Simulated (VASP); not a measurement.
```xyz
3
Lattice="0.0000 2.5853 2.5853 2.5853 0.0000 2.5853 2.5853 2.5853 0.0000" Properties=species:S:1:pos:R:3 pbc="T T T"
Co     0.0000     0.0000     0.0000
Si     1.2927     1.2927     1.2927
Si     3.8780     3.8780     3.8780
```

Level of theory: LDA (Ceperley-Alder, Perdew-Zunger), VASP's LDA PAW potentials (set 64) (plane waves; VASP). Settings: 520 eV cut-off, 10×10×10 Γ-centred mesh, first-order Methfessel-Paxton smearing of 0.10 eV, potentials Co Si.

Question: Give the stress tensor in GPa (positive for a compressed cell).

Answer: 
```
14.15   0.00   0.00
 0.00  14.15   0.00
 0.00   0.00  14.15
```
The pressure is its mean diagonal, 14.15 GPa.

The compound is CoSi2 in the fluorite structure. This cell is one point of a volume scan, at 0.94 of the reference volume. The run is not spin-polarised, so no magnetic state was tried. The electron count is odd and the run is not spin-polarised, which forces a metal.
